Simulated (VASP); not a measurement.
Consider the following.

```yaml
crystal:
  lattice:
    - [0.00000, 2.65357, 2.71195]
    - [2.62298, 0.00000, 2.71195]
    - [2.62298, 2.65357, 0.00000]
  atoms:
    - { symbol: Co, position: [0.00000, 0.00000, 0.00000] }
    - { symbol: Si, position: [0.25000, 0.25000, 0.25000] }
    - { symbol: Si, position: [0.73994, 0.76006, 0.76006] }
```

These are PBE GGA, VASP's PBE PAW potentials (set 64) (plane waves; VASP 6.6.1) values and carry that method's errors. Run with 400 eV cut-off, 15×15×15 Γ-centred mesh, first-order Methfessel-Paxton smearing of 0.10 eV, potentials Co Si.

Gaps are read on the run's mesh, which can miss a band edge.

**Question.** Predict the energy per atom (σ→0), pressure, largest force, band gap (on the k-mesh) with the smallest direct gap where there is one.

**Answer.** 
- band gap (on the k-mesh) = none (metal, semimetal or under 0.01 eV)
- energy per atom (σ→0) = -6423 meV/atom
- pressure = 3.52 GPa
- largest force = 0.504 eV/Å

The compound is CoSi2 in the fluorite structure. The cell was not relaxed at this level, atoms are displaced from their ideal sites. The run is one of a series of settings (KPOINTS 15×15×15 Γ-centred mesh against the base run), some of them coarse on purpose. The run is not spin-polarised, so no magnetic state was tried. The electron count is odd and the run is not spin-polarised, which forces a metal.
